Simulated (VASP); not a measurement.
OSZICAR of a VASP run on CuAu (L1_0):

File OSZICAR:
```
...
DAV:   8    -0.704035788063E+01    0.66682E-01   -0.26957E-01  5674   0.145E+01    0.289E+00
DAV:   9    -0.703329899114E+01    0.70589E-02   -0.23384E-02  6475   0.355E+00    0.206E-01
DAV:  10    -0.703270690178E+01    0.59209E-03   -0.47698E-03  5631   0.924E-01    0.122E-01
DAV:  11    -0.703268210007E+01    0.24802E-04   -0.18843E-04  6047   0.253E-01    0.377E-02
DAV:  12    -0.703267563237E+01    0.64677E-05   -0.19462E-05  6446   0.153E-01    0.308E-03
DAV:  13    -0.703267530815E+01    0.32421E-06   -0.57317E-07  2912   0.811E-03
   1 F= -.82310787E+01 E0= -.82307778E+01  d E =-.823108E+01
       N       E                     dE             d eps       ncg     rms          rms(c)
DAV:   1    -0.708566017985E+01   -0.52985E-01   -0.74475E-01  4508   0.173E+01    0.152E+00
DAV:   2    -0.706213466800E+01    0.23526E-01   -0.29245E-01  4398   0.177E+01    0.938E-01
DAV:   3    -0.704830551757E+01    0.13829E-01   -0.12505E-01  4651   0.125E+01    0.676E-01
DAV:   4    -0.704548373291E+01    0.28218E-02   -0.67922E-03  5586   0.289E+00    0.320E-01
DAV:   5    -0.704488153019E+01    0.60220E-03   -0.13672E-03  6394   0.111E+00    0.292E-02
DAV:   6    -0.704487982932E+01    0.17009E-05   -0.12548E-04  6412   0.256E-01    0.207E-02
DAV:   7    -0.704487976984E+01    0.59489E-07   -0.31863E-06  4744   0.328E-02
   2 F= -.82323293E+01 E0= -.82322070E+01  d E =-.125065E-02
       N       E                     dE             d eps       ncg     rms          rms(c)
DAV:   1    -0.704458339126E+01    0.29644E-03   -0.73370E-04  4505   0.551E-01    0.492E-02
DAV:   2    -0.704456356551E+01    0.19826E-04   -0.32816E-04  4390   0.589E-01    0.336E-02
DAV:   3    -0.704454557498E+01    0.17991E-04   -0.13610E-04  4671   0.440E-01    0.200E-02
DAV:   4    -0.704454341103E+01    0.21639E-05   -0.62443E-06  4975   0.787E-02    0.102E-02
DAV:   5    -0.704454307086E+01    0.34018E-06   -0.12456E-06  2471   0.378E-02
   3 F= -.82323361E+01 E0= -.82322092E+01  d E =-.125739E-02
       N       E                     dE             d eps       ncg     rms          rms(c)
DAV:   1    -0.705056437603E+01   -0.60210E-02   -0.21854E-01  4655   0.464E+00    0.432E-01
DAV:   2    -0.704795701872E+01    0.26074E-02   -0.50278E-03  5925   0.221E+00    0.271E-01
DAV:   3    -0.704717930555E+01    0.77771E-03   -0.51948E-03  4898   0.263E+00    0.224E-01
DAV:   4    -0.704642270443E+01    0.75660E-03   -0.20411E-03  6046   0.152E+00    0.344E-02
DAV:   5    -0.704642703933E+01   -0.43349E-05   -0.81335E-05  5498   0.108E-01    0.206E-02
DAV:   6    -0.704642684795E+01    0.19137E-06   -0.48829E-06  4793   0.623E-02
   4 F= -.82334966E+01 E0= -.82334108E+01  d E =-.116054E-02
       N       E                     dE             d eps       ncg     rms          rms(c)
DAV:   1    -0.708704285616E+01   -0.40616E-01   -0.19759E+00  4634   0.139E+01    0.129E+00
DAV:   2    -0.706352930997E+01    0.23514E-01   -0.41427E-02  5978   0.631E+00    0.794E-01
DAV:   3    -0.705642350216E+01    0.71058E-02   -0.45630E-02  4905   0.765E+00    0.648E-01
DAV:   4    -0.705004213203E+01    0.63814E-02   -0.18361E-02  5817   0.473E+00    0.103E-01
DAV:   5    -0.705008810599E+01   -0.45974E-04   -0.79637E-04  5532   0.339E-01    0.623E-02
DAV:   6    -0.705008758971E+01    0.51628E-06   -0.51050E-05  6018   0.209E-01    0.138E-02
DAV:   7    -0.705008547977E+01    0.21099E-05   -0.10028E-05  5202   0.115E-01    0.268E-03
DAV:   8    -0.705008550822E+01   -0.28452E-07   -0.30393E-07  2380   0.545E-03
   5 F= -.82352613E+01 E0= -.82352223E+01  d E =-.292527E-02
       N       E                     dE             d eps       ncg     rms          rms(c)
DAV:   1    -0.710058795436E+01   -0.50502E-01   -0.10578E+00  4363   0.204E+01    0.194E+00
DAV:   2    -0.706576412449E+01    0.34824E-01   -0.50123E-01  4330   0.222E+01    0.119E+00
DAV:   3    -0.704050731542E+01    0.25257E-01   -0.19794E-01  4617   0.184E+01    0.721E-01
DAV:   4    -0.703754413587E+01    0.29632E-02   -0.10376E-02  5859   0.307E+00    0.377E-01
DAV:   5    -0.703692522967E+01    0.61891E-03   -0.30186E-03  6311   0.169E+00    0.108E-01
DAV:   6    -0.703682937107E+01    0.95859E-04   -0.51057E-04  6424   0.583E-01    0.116E-02
DAV:   7    -0.703683078643E+01   -0.14154E-05   -0.20775E-05  6287   0.708E-02    0.911E-03
DAV:   8    -0.703683005045E+01    0.73599E-06   -0.17331E-06  2647   0.324E-02
   6 F= -.82355088E+01 E0= -.82354821E+01  d E =-.247473E-03
       N       E                     dE             d eps       ncg     rms          rms(c)
DAV:   1    -0.705579453213E+01   -0.18964E-01   -0.20991E-01  4357   0.920E+00    0.841E-01
DAV:   2    -0.704823580870E+01    0.75587E-02   -0.89095E-02  4292   0.956E+00    0.466E-01
DAV:   3    -0.704418837710E+01    0.40474E-02   -0.37075E-02  4532   0.706E+00    0.334E-01
DAV:   4    -0.704349596706E+01    0.69241E-03   -0.19832E-03  5536   0.153E+00    0.164E-01
DAV:   5    -0.704335591292E+01    0.14005E-03   -0.42766E-04  6259   0.657E-01    0.338E-02
DAV:   6    -0.704334954071E+01    0.63722E-05   -0.58482E-05  6419   0.192E-01    0.520E-03
DAV:   7    -0.704334998086E+01   -0.44016E-06   -0.11390E-06  2753   0.201E-02
   7 F= -.82360090E+01 E0= -.82359767E+01  d E =-.747670E-03
       N       E                     dE             d eps       ncg     rms          rms(c)
DAV:   1    -0.704401869583E+01   -0.66916E-03   -0.18314E-03  4376   0.845E-01    0.791E-02
DAV:   2    -0.704395398110E+01    0.64715E-04   -0.80162E-04  4327   0.899E-01    0.455E-02
DAV:   3    -0.704391672850E+01    0.37253E-04   -0.33222E-04  4582   0.687E-01    0.312E-02
DAV:   4    -0.704391044747E+01    0.62810E-05   -0.17645E-05  5598   0.140E-01    0.155E-02
DAV:   5    -0.704390871417E+01    0.17333E-05   -0.35680E-06  3785   0.644E-02    0.301E-03
DAV:   6    -0.704390870970E+01    0.44629E-08   -0.52063E-07  2184   0.218E-02
   8 F= -.82360055E+01 E0= -.82359728E+01  d E =-.744213E-03
       N       E                     dE             d eps       ncg     rms          rms(c)
DAV:   1    -0.704377828121E+01    0.13043E-03   -0.12163E-04  4426   0.219E-01    0.203E-02
DAV:   2    -0.704377422645E+01    0.40548E-05   -0.54315E-05  4292   0.234E-01    0.120E-02
DAV:   3    -0.704377158596E+01    0.26405E-05   -0.22195E-05  4587   0.178E-01    0.772E-03
DAV:   4    -0.704377128626E+01    0.29969E-06   -0.96710E-07  2170   0.354E-02
   9 F= -.82360072E+01 E0= -.82359747E+01  d E =-.745911E-03
       N       E                     dE             d eps       ncg     rms          rms(c)
DAV:   1    -0.704357669293E+01    0.19489E-03   -0.26052E-04  4328   0.314E-01    0.299E-02
DAV:   2    -0.704356746035E+01    0.92326E-05   -0.11429E-04  4327   0.337E-01    0.171E-02
DAV:   3    -0.704356208644E+01    0.53739E-05   -0.47346E-05  4602   0.260E-01    0.118E-02
DAV:   4    -0.704356133584E+01    0.75060E-06   -0.22667E-06  2635   0.538E-02
  10 F= -.82360088E+01 E0= -.82359765E+01  d E =-.747462E-03
       N       E                     dE             d eps       ncg     rms          rms(c)
DAV:   1    -0.704372849831E+01   -0.16641E-03   -0.51955E-03  4578   0.696E-01    0.655E-02
DAV:   2    -0.704366636739E+01    0.62131E-04   -0.90060E-05  6245   0.266E-01    0.392E-02
DAV:   3    -0.704364653501E+01    0.19832E-04   -0.99424E-05  5096   0.360E-01    0.300E-02
DAV:   4    -0.704363306533E+01    0.13470E-04   -0.47995E-05  5468   0.245E-01    0.499E-03
DAV:   5    -0.704363318147E+01   -0.11614E-06   -0.16895E-06  2676   0.136E-02
  11 F= -.82360434E+01 E0= -.82360198E+01  d E =-.346247E-04
       N       E                     dE             d eps       ncg     rms          rms(c)
DAV:   1    -0.704468301658E+01   -0.10500E-02   -0.46917E-02  4578   0.208E+00    0.197E-01
DAV:   2    -0.704412213721E+01    0.56088E-03   -0.80562E-04  6279   0.788E-01    0.118E-01
DAV:   3    -0.704393689085E+01    0.18525E-03   -0.88326E-04  5132   0.107E+00    0.882E-02
DAV:   4    -0.704382083236E+01    0.11606E-03   -0.42560E-04  5396   0.732E-01    0.149E-02
DAV:   5    -0.704382195600E+01   -0.11236E-05   -0.16319E-05  4474   0.410E-02    0.947E-03
DAV:   6    -0.704382192627E+01    0.29729E-07   -0.11386E-06  2744   0.324E-02
  12 F= -.82361265E+01 E0= -.82361346E+01  d E =-.117655E-03
       N       E                     dE             d eps       ncg     rms          rms(c)
DAV:   1    -0.704750019317E+01   -0.36782E-02   -0.18819E-01  4571   0.416E+00    0.394E-01
DAV:   2    -0.704523055164E+01    0.22696E-02   -0.30723E-03  6199   0.150E+00    0.233E-01
DAV:   3    -0.704442858148E+01    0.80197E-03   -0.32700E-03  5217   0.202E+00    0.164E-01
DAV:   4    -0.704402771911E+01    0.40086E-03   -0.15828E-03  5346   0.143E+00    0.297E-02
DAV:   5    -0.704403171946E+01   -0.40004E-05   -0.59456E-05  4529   0.773E-02    0.187E-02
DAV:   6    -0.704403168667E+01    0.32794E-07   -0.49040E-06  4782   0.619E-02
  13 F= -.82361472E+01 E0= -.82361892E+01  d E =-.138388E-03
       N       E                     dE             d eps       ncg     rms          rms(c)
DAV:   1    -0.704450698971E+01   -0.47527E-03   -0.28041E-02  4550   0.161E+00    0.153E-01
DAV:   2    -0.704416413900E+01    0.34285E-03   -0.45575E-04  6201   0.570E-01    0.903E-02
DAV:   3    -0.704404084968E+01    0.12329E-03   -0.47333E-04  5318   0.772E-01    0.627E-02
DAV:   4    -0.704398360458E+01    0.57245E-04   -0.23487E-04  5325   0.545E-01    0.114E-02
DAV:   5    -0.704398415961E+01   -0.55503E-06   -0.83991E-06  4382   0.293E-02
  14 F= -.82361686E+01 E0= -.82362100E+01  d E =-.159825E-03
```

**Question.** Which electronic solver shows in the log?

**Answer.** It is blocked Davidson (ALGO = Normal, or the opening steps of other solvers). The INCAR had ALGO = Normal.

**Question.** Can the final energy be trusted as converged?

**Answer.** Self-consistency was reached. It stopped with EDIFF = 1E-6, NELM = 100, NSW = 60 and EDIFFG = -0.01 after 14 ionic steps (PBE GGA with D4 dispersion, plane waves, VASP's PBE PAW potentials (set 64)).

The compound is CuAu in the L1_0 structure. This run relaxes it. Symmetry was kept, so distortions that lower it aren't found.
